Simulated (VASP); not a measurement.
Given:

```yaml
crystal:
  lattice:
    - [1.81989, -3.15213, 0.00000]
    - [1.81989, 3.15213, 0.00000]
    - [0.00000, 0.00000, 5.57130]
  atoms:
    - { symbol: Dy, position: [0.33333, 0.66667, 0.25000] }
    - { symbol: Dy, position: [0.66667, 0.33333, 0.75000] }
```

All values below come from r2SCAN meta-GGA, VASP's PBE PAW potentials (set 64) (plane waves; VASP). Run with 400 eV cut-off, 13×13×8 Γ-centred mesh, tetrahedra with Blöchl corrections, potentials Dy_3.

The 4f electrons are frozen in the core of the lanthanide potential, so 4f levels, which can set the real gap, and their magnetism are missing.

### Question
Give the energies of bands 7 to 12 at the high-symmetry points, in eV from the Fermi level.

### Answer

| band | Γ | M | K | A | L | H |
|---|---|---|---|---|---|---|
| 7 | -5.30 | -1.94 | -0.87 | -3.61 | -1.91 | -0.46 |
| 8 | -2.13 | -1.40 | -0.81 | -3.61 | -1.91 | -0.46 |
| 9 | 1.26 | -0.91 | -0.81 | 1.20 | 0.14 | -0.45 |
| 10 | 2.00 | -0.15 | -0.53 | 1.20 | 0.14 | -0.45 |
| 11 | 2.00 | 1.62 | 1.34 | 1.89 | 1.62 | 0.51 |
| 12 | 2.64 | 1.79 | 1.34 | 1.89 | 1.62 | 0.51 |

It has no gap at this level: it comes out as a metal or semimetal.

The compound is Dy in the hcp structure. It was relaxed first.
